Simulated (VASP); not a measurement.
Calculation: PBEsol GGA, VASP's PBE PAW potentials (set 64) (plane waves; VASP).

The input files of a VASP run:

INCAR:
```
SYSTEM = NaCl
PREC = Accurate
ENCUT = 520
EDIFF = 1E-7
NELM = 100
ALGO = Normal
LREAL = .FALSE.
LASPH = .TRUE.
ISMEAR = -5
GGA = PS
LWAVE = .FALSE.
LCHARG = .TRUE.
LORBIT = 11
NEDOS = 601
ISIF = 2
```

### KPOINTS
```
Automatic
0
gamma
 9 9 9
0 0 0
```

**POSCAR**
```
NaCl
1
    0.0000000000     2.8047840977     2.8047840977
    2.8047840977    -0.0000000000     2.8047840977
    2.8047840977     2.8047840977     0.0000000000
Na Cl
1 1
Direct
  0.0000000000   0.0000000000   0.0000000000
  0.5000000000   0.5000000000   0.5000000000
```

POTCAR, in this order: Na_pv Cl (PBE.64 set). Program: vasp_std.

Output

File OSZICAR:
```
       N       E                     dE             d eps       ncg     rms          rms(c)
DAV:   1     0.978907741387E+02    0.97891E+02   -0.74700E+03   773   0.127E+03
DAV:   2     0.119395284641E+01   -0.96697E+02   -0.90089E+02   900   0.276E+02
DAV:   3    -0.697593568025E+01   -0.81699E+01   -0.81106E+01   914   0.809E+01
DAV:   4    -0.715651960557E+01   -0.18058E+00   -0.18037E+00   904   0.132E+01
DAV:   5    -0.716055662222E+01   -0.40370E-02   -0.40367E-02   967   0.193E+00    0.191E+00
DAV:   6    -0.700551945142E+01    0.15504E+00   -0.30673E-01   893   0.448E+00    0.139E+00
DAV:   7    -0.699484648069E+01    0.10673E-01   -0.69299E-02  1016   0.205E+00    0.919E-01
DAV:   8    -0.699831915045E+01   -0.34727E-02   -0.73466E-03   830   0.975E-01    0.234E-01
DAV:   9    -0.699825458280E+01    0.64568E-04   -0.18164E-04   932   0.131E-01    0.138E-01
DAV:  10    -0.699832560160E+01   -0.71019E-04   -0.25223E-04   824   0.118E-01    0.465E-02
DAV:  11    -0.699831684544E+01    0.87562E-05   -0.19235E-05   899   0.355E-02    0.146E-02
DAV:  12    -0.699831609557E+01    0.74987E-06   -0.35618E-06   824   0.129E-02    0.415E-03
DAV:  13    -0.699831630117E+01   -0.20559E-06   -0.12040E-07   860   0.266E-03    0.920E-04
DAV:  14    -0.699831629514E+01    0.60304E-08   -0.27985E-09   436   0.687E-04
   1 F= -.69983163E+01 E0= -.69983163E+01  d E =0.000000E+00
```

File OUTCAR:
```
------------------------ aborting loop because EDIFF is reached ----------------------------------------
  FORCE on cell =-STRESS in cart. coord.  units (eV):
  Direction    XX          YY          ZZ          XY          YZ          ZX
  --------------------------------------------------------------------------------------
  Total       -0.0230808     -0.0230808     -0.0230808      0.0000000      0.0000000     -0.0000000
  in kB       -0.8379788     -0.8379788     -0.8379788      0.0000000      0.0000000     -0.0000000
  external PRESSURE =      -0.8379788 kB  Pullay stress =       0.0000000 kB
  volume of cell :       44.13
      direct lattice vectors                 reciprocal lattice vectors
     0.000000000  2.804784098  2.804784098    -0.178266841  0.178266841  0.178266841
     2.804784098  0.000000000  2.804784098     0.178266841 -0.178266841  0.178266841
     2.804784098  2.804784098  0.000000000     0.178266841  0.178266841 -0.178266841
  FREE ENERGIE OF THE ION-ELECTRON SYSTEM (eV)
  ---------------------------------------------------
  free  energy   TOTEN  =        -6.9983162951 eV

  energy  without entropy=       -6.9983162951  energy(sigma->0) =       -6.99831630

 total charge

# of ion       s       p       d       tot
------------------------------------------
    1        0.044   5.982   0.000   6.026
    2        1.578   3.557   0.000   5.135
--------------------------------------------------
tot          1.622   9.539   0.000  11.161
```
(Selected blocks of OUTCAR.)

OUTCAR:
```
 val. band max:       -0.6907456886   @ k =   0.0000   0.0000   0.0000

 cond. band min:       4.3010916482   @ k =   0.0000   0.0000   0.0000


 Fermi energy:        -0.6907397096

 k-point     1 :       0.0000    0.0000    0.0000
  band No.  band energies     occupation
      1     -21.3115      2.00000
      2     -21.3115      2.00000
      3     -21.3115      2.00000
      4     -13.3724      2.00000
      5      -0.6907      2.00000
      6      -0.6907      2.00000
      7      -0.6907      2.00000
      8       4.3011      0.00000
      9      10.3224      0.00000
     10      10.3224      0.00000
     11      10.3224      0.00000

 k-point     2 :       0.1111    0.0000    0.0000
  band No.  band energies     occupation
      1     -21.3154      2.00000
      2     -21.3118      2.00000
      3     -21.3118      2.00000
      4     -13.3322      2.00000
      5      -1.0079      2.00000
      6      -0.7252      2.00000
      7      -0.7252      2.00000
      8       4.7149      0.00000
      9       9.8462      0.00000
     10      10.4855      0.00000
     11      10.4855      0.00000

 k-point     3 :       0.2222    0.0000    0.0000
  band No.  band energies     occupation
      1     -21.3253      2.00000
      2     -21.3125      2.00000
      3     -21.3125      2.00000
      4     -13.2277      2.00000
      5      -1.6753      2.00000
      6      -0.8101      2.00000
      7      -0.8101      2.00000
      8       5.5836      0.00000
      9       9.2623      0.00000
     10      10.6556      0.00000
     11      10.6556      0.00000

 k-point     4 :       0.3333    0.0000    0.0000
  band No.  band energies     occupation
      1     -21.3364      2.00000
      2     -21.3133      2.00000
      3     -21.3133      2.00000
      4     -13.1042      2.00000
      5      -2.3012      2.00000
      6      -0.9027      2.00000
      7      -0.9027      2.00000
      8       6.2287      0.00000
      9       9.3219      0.00000
...
```

The compound is NaCl in the rock salt structure. It was relaxed first.
